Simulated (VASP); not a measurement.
## Zr3S2 under changes of volume

One of the cells (20.765 Å³/atom); the others are scaled copies at fixed shape and fractional positions:

```xyz
5
Lattice="2.9218 1.6869 3.5109 -2.9218 1.6869 3.5109 0.0000 -3.3738 3.5109" Properties=species:S:1:pos:R:3 pbc="T T T"
Zr    0.9897    1.7142    5.2663
Zr    0.9897   -1.7142    5.2663
Zr   -1.9794    0.0000    5.2663
S     0.0000    0.0000    7.0044
S     0.0000    0.0000    3.5282
```

The cell comes from a database or a generator and needn't be the stable form of this composition.

| Property | Result |
| --- | --- |
| Program | VASP 6.6.1 |
| Functional | PBEsol |
| Potentials or basis | VASP PAW PBE potentials, release 64 (Zr_sv, S) |
| Cutoff | 520 eV |
| k mesh | 6 × 6 × 6 |
| Occupations | fermi-dirac, width 0.05 eV |
| Spin | no spin polarisation |

```tsv
volume (Å³/atom)	energy over the lowest point (meV/atom)	pressure (GPa)	largest force (eV/Å)
19.136	3.66	2.8	0.042
19.543	0.00	0.0	0.029
19.950	?	?	?
20.765	27.99	-7.0	0.171
21.172	48.15	-8.9	0.212
21.579	72.81	-10.6	0.248
```

Problem. What does the run at 19.950 Å³/atom give?

Solution. Energy over the lowest point 3.30 meV/atom; pressure -2.6 GPa; largest force 0.076 eV/Å.

Worked out: A Birch-Murnaghan fit of order 3 (a polynomial in V^(-2/3)) to the other rows has its minimum at 19.55 Å³/atom with B0 = V·E''(V) = 131 GPa and B' = 4.2 at fixed shape and positions, which overstates the stiffness. It gives 3.29 meV/atom at 19.950 Å³/atom, against the run's 3.30, and -dE/dV = -2.6 GPa, against -2.6.

Energies are extrapolated to zero smearing.

Caveats: the PAW data sets were made with another functional, which shifts forces and pressure a little.
